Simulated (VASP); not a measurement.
Calculation: r2SCAN+rVV10, VASP's PBE PAW potentials (set 64) (plane waves; VASP 6.6.1).

VASP ran on this input.

KPOINTS:
```
K-points
0
gamma
  14 14 14
```

INCAR:
```
SYSTEM = Ag
PREC = Accurate
ENCUT = 520
EDIFF = 1E-6
NELM = 100
ALGO = Normal
LREAL = .FALSE.
LASPH = .TRUE.
ISMEAR = 1
SIGMA = 0.1
METAGGA = R2SCAN
LUSE_VDW = .TRUE.
BPARAM = 11.95
CPARAM = 0.0093
LMIXTAU = .TRUE.
LMAXMIX = 4
LWAVE = .FALSE.
LCHARG = .FALSE.
IBRION = 2
ISIF = 3
NSW = 60
EDIFFG = -0.01
```

### POSCAR
```
Ag
1
    0.0000000000     2.0450000000     2.0450000000
    2.0450000000     0.0000000000     2.0450000000
    2.0450000000     2.0450000000     0.0000000000
Ag
1
Direct
  0.0000000000   0.0000000000   0.0000000000
```

POTCAR, in this order: Ag (PBE.64 set). Program: vasp_std.

The resulting files:

### OUTCAR
```
 ion  position               nearest neighbor table
   1  0.000  0.000  0.000-
  LATTYP: Found a face centered cubic cell.
 ALAT       =     4.0900000000
 Subroutine PRICEL returns:
 Original cell was already a primitive cell.
 Subroutine GETGRP returns: Found 48 space group operations
The static configuration has the point symmetry O_h .
The dynamic configuration has the point symmetry O_h .
 Subroutine INISYM returns: Found 48 space group operations
 Subroutine IBZKPT returns following result:
 Found    104 irreducible k-points:

 Following reciprocal coordinates:
            Coordinates               Weight
  0.000000  0.000000  0.000000      1.000000
  0.071429  0.000000  0.000000      8.000000
  0.142857  0.000000  0.000000      8.000000
  0.214286  0.000000  0.000000      8.000000
  0.285714  0.000000  0.000000      8.000000
  0.357143  0.000000  0.000000      8.000000
  0.428571  0.000000  0.000000      8.000000
  0.500000  0.000000  0.000000      4.000000
  0.071429  0.071429  0.000000      6.000000
  0.142857  0.071429  0.000000     24.000000
...
```

**OSZICAR**
```
       N       E                     dE             d eps       ncg     rms          rms(c)
DAV:   1     0.250760573407E+02    0.25076E+02   -0.58016E+03  1896   0.113E+03
DAV:   2    -0.241126618973E+02   -0.49189E+02   -0.47283E+02  1916   0.215E+02
DAV:   3    -0.245308117823E+02   -0.41815E+00   -0.41805E+00  2196   0.245E+01
DAV:   4    -0.245319870389E+02   -0.11753E-02   -0.11752E-02  2123   0.119E+00
DAV:   5    -0.245319992892E+02   -0.12250E-04   -0.12251E-04  2139   0.110E-01    0.614E+00
DAV:   6    -0.208699552985E+02    0.36620E+01   -0.81386E+00  1889   0.329E+01    0.501E+00
DAV:   7    -0.210254294482E+02   -0.15547E+00   -0.54331E-01  1882   0.740E+00    0.246E+00
DAV:   8    -0.210162995276E+02    0.91299E-02   -0.33393E-02  1875   0.170E+00    0.141E-01
DAV:   9    -0.210318143154E+02   -0.15515E-01   -0.30516E-02  1938   0.142E+00    0.169E-01
DAV:  10    -0.210316902530E+02    0.12406E-03   -0.17021E-03  1896   0.513E-01    0.672E-02
DAV:  11    -0.210346175290E+02   -0.29273E-02   -0.51550E-03  1907   0.608E-01    0.662E-02
DAV:  12    -0.210343913767E+02    0.22615E-03   -0.20577E-04  2052   0.157E-01    0.527E-02
DAV:  13    -0.210344940716E+02   -0.10269E-03   -0.14589E-04  1922   0.131E-01    0.256E-02
DAV:  14    -0.210345553145E+02   -0.61243E-04   -0.13274E-04  1930   0.970E-02    0.564E-03
DAV:  15    -0.210345546582E+02    0.65624E-06   -0.46657E-06  1947   0.253E-02
   1 F= -.21034555E+02 E0= -.21034347E+02  d E =-.210346E+02
       N       E                     dE             d eps       ncg     rms          rms(c)
DAV:   1    -0.210505334996E+02   -0.15978E-01   -0.29822E-01  1900   0.679E+00    0.815E-01
DAV:   2    -0.210338237113E+02    0.16710E-01   -0.81191E-02  1901   0.299E+00    0.226E-01
DAV:   3    -0.210345805214E+02   -0.75681E-03   -0.97660E-04  1874   0.308E-01    0.170E-01
DAV:   4    -0.210342176545E+02    0.36287E-03   -0.32542E-03  1919   0.483E-01    0.795E-02
DAV:   5    -0.210346801984E+02   -0.46254E-03   -0.12015E-03  1901   0.342E-01    0.108E-02
DAV:   6    -0.210346957956E+02   -0.15597E-04   -0.45207E-05  1930   0.734E-02    0.643E-03
DAV:   7    -0.210347001142E+02   -0.43187E-05   -0.42737E-06  1907   0.264E-02    0.213E-03
DAV:   8    -0.210347001721E+02   -0.57897E-07   -0.33102E-07  1001   0.743E-03
   2 F= -.21034700E+02 E0= -.21034537E+02  d E =-.145514E-03
       N       E                     dE             d eps       ncg     rms          rms(c)
DAV:   1    -0.210368894562E+02   -0.21893E-02   -0.39661E-02  1900   0.249E+00    0.300E-01
DAV:   2    -0.210346725581E+02    0.22169E-02   -0.10485E-02  1902   0.108E+00    0.872E-02
DAV:   3    -0.210347801412E+02   -0.10758E-03   -0.13310E-04  1873   0.114E-01    0.657E-02
DAV:   4    -0.210347072518E+02    0.72889E-04   -0.45686E-04  1919   0.182E-01    0.295E-02
DAV:   5    -0.210347814735E+02   -0.74222E-04   -0.17360E-04  1900   0.130E-01    0.333E-03
DAV:   6    -0.210347830345E+02   -0.15610E-05   -0.56729E-06  1909   0.254E-02    0.221E-03
DAV:   7    -0.210347843649E+02   -0.13304E-05   -0.10725E-06  1876   0.129E-02    0.272E-04
DAV:   8    -0.210347842547E+02    0.11012E-06   -0.16326E-07   947   0.540E-03
   3 F= -.21034784E+02 E0= -.21034603E+02  d E =-.229597E-03
```

### OUTCAR
```
------------------------ aborting loop because EDIFF is reached ----------------------------------------
  FORCE on cell =-STRESS in cart. coord.  units (eV):
  Direction    XX          YY          ZZ          XY          YZ          ZX
  --------------------------------------------------------------------------------------
  Total        0.0013008      0.0013008      0.0013008      0.0000000     -0.0000000      0.0000000
  in kB        0.1226271      0.1226271      0.1226271      0.0000000     -0.0000000      0.0000000
  external PRESSURE =       0.1226271 kB  Pullay stress =       0.0000000 kB
  volume of cell :       17.00
      direct lattice vectors                 reciprocal lattice vectors
     0.000000000  2.040633867  2.040633867    -0.245021906  0.245021906  0.245021906
     2.040633867  0.000000000  2.040633867     0.245021906 -0.245021906  0.245021906
     2.040633867  2.040633867  0.000000000     0.245021906  0.245021906 -0.245021906
 POSITION                                       TOTAL-FORCE (eV/Angst)
 -----------------------------------------------------------------------------------
      0.00000      0.00000      0.00000         0.000000      0.000000      0.000000
 -----------------------------------------------------------------------------------
    total drift:                                0.000000      0.000000      0.000000
  FREE ENERGIE OF THE ION-ELECTRON SYSTEM (eV)
  ---------------------------------------------------
  free  energy   TOTEN  =       -21.0347842547 eV

  energy  without entropy=      -21.0342417828  energy(sigma->0) =      -21.03460343

 reached required accuracy - stopping structural energy minimisation
```
(Selected blocks of OUTCAR.)

File CONTCAR:
```
Ag
   1.00000000000000
     0.0000000000000000    2.0406338665467865    2.0406338665467865
     2.0406338665467865    0.0000000000000000    2.0406338665467865
     2.0406338665467865    2.0406338665467865    0.0000000000000000
  Ag
     1
Direct
     0.0000000000000000    0.0000000000000000    0.0000000000000000
```

The compound is Ag in the fcc structure. This run relaxes it. Symmetry was kept, so distortions that lower it aren't found.
